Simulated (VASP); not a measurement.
The system is InP.

```
In P
1.0
     0.00000    2.93050    2.93050
     2.93050    0.00000    2.93050
     2.93050    2.93050    0.00000
In P
1 1
Direct
  0.00000 0.00000 0.00000
  0.25000 0.25000 0.25000
```

| Property | Result |
| --- | --- |
| Program | VASP 6.6.1 |
| Task | relaxation of cell and atoms |
| Functional | PBE |
| Potentials or basis | VASP PAW PBE potentials, release 64 (In_d, P) |
| Cutoff | 600 eV |
| k mesh | 8 × 8 × 8 |
| Occupations | gaussian, width 0.03 eV |
| Spin | no spin polarisation |

At the start: pressure 3.3 GPa; volume 25.17 Å³/atom.

Task: Where does the relaxation end?

Result: Over 3 steps the energy falls by 12.5 meV/atom and the volume is 26.44 Å³/atom (+5.1 %); space group F-43m (No. 216, to 0.05 Å).

The path:
```csv
step,energy change (eV),largest force (eV/Å),pressure (GPa),volume (Å³)
1,0.0000,0.0000,3.30,50.33
2,-0.0192,0.0000,-1.39,54.20
3,-0.0251,0.0000,0.01,52.88
```

Final structure:
```
In P
1.0
     0.00000    2.97915    2.97915
     2.97915    0.00000    2.97915
     2.97915    2.97915    0.00000
In P
1 1
Direct
  0.00000 0.00000 0.00000
  0.25000 0.25000 0.25000
```
